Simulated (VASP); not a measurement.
InAs, 2 atoms in the cell. It takes space group F-43m (No. 216, cubic). The conventional cell has a = 6.036 Å, b = 6.036 Å, c = 6.036 Å, α = 90.00°, β = 90.00°, γ = 90.00°. Around In (site symmetry -43m) lie 4 As at 2.61 Å. Around As (site symmetry -43m) lie 4 In at 2.61 Å. 

- Program: VASP 6.6.1
- Task: relaxation of cell and atoms
- Functional: PBEsol
- Potentials or basis: VASP PAW PBE potentials, release 64 (In_d, As)
- Cutoff: 600 eV
- k mesh: 10 × 10 × 10
- Occupations: gaussian, width 0.03 eV
- Spin: no spin polarisation
- Further INCAR settings: ALGO = Normal; EDIFF = 1e-06; IBRION = 2; EDIFFG = -0.01; NSW = 90; ISIF = 3

Potentials or basis: VASP PAW PBE potentials, release 64 (In_d, As).

Run with:

```console
$ cat potpaw_PBE.64/In_d/POTCAR potpaw_PBE.64/As/POTCAR > POTCAR
$ mpirun -np 1 vasp_std > vasp.out
```

Hardware: 1 thread of Intel(R) Xeon(R) Platinum 8259CL CPU @ 2.50GHz (Skylake/Cascade Lake) (shared host).

**Question.** How long does it take, and how much memory?

**Answer.** It took 70 s on 1 thread of Intel(R) Xeon(R) Platinum 8259CL CPU @ 2.50GHz (Skylake/Cascade Lake), with other jobs on the host, peak memory 0.24 GiB. Counts: scf iterations 28, k points 47, ion steps 3.
